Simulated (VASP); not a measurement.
Given:

```
CrO2
1.0
    4.39682     0.00000     0.00000
    0.00000     4.39682     0.00000
    0.00000     0.00000     2.91541
Cr O
2 4
Direct
  0.00000   0.00000   0.00000
  0.50000   0.50000   0.50000
  0.30259   0.30259   0.00000
  0.80259   0.19741   0.50000
  0.19741   0.80259   0.50000
  0.69741   0.69741   0.00000
```
Starting moments (μB, in the order of the record's atoms Cr Cr O O O O): 2.3 2.3 -0.1 -0.1 -0.1 -0.1.

The numbers are results of r2SCAN+rVV10, VASP's PBE PAW potentials (set 64) (plane waves; VASP), not measurements. Numerical set-up: 520 eV cut-off, 8×8×12 Γ-centred mesh, tetrahedra with Blöchl corrections, potentials Cr_pv O.

The cores are frozen, which limits the accuracy of field gradients.

Task: Give the principal components of the electric field gradient (V/Å²) and the asymmetry η at each nucleus.

Result: 
```csv
atom,Vxx,Vyy,Vzz,η
Cr1,25.4,23.8,-49.2,0.03
Cr2,25.4,23.8,-49.2,0.03
O3,-17.9,-4.6,22.6,0.59
O4,-17.9,-4.6,22.6,0.59
O5,-17.9,-4.6,22.6,0.59
O6,-17.9,-4.6,22.6,0.59
```

The compound is CrO2 in the rutile structure. It was relaxed first.
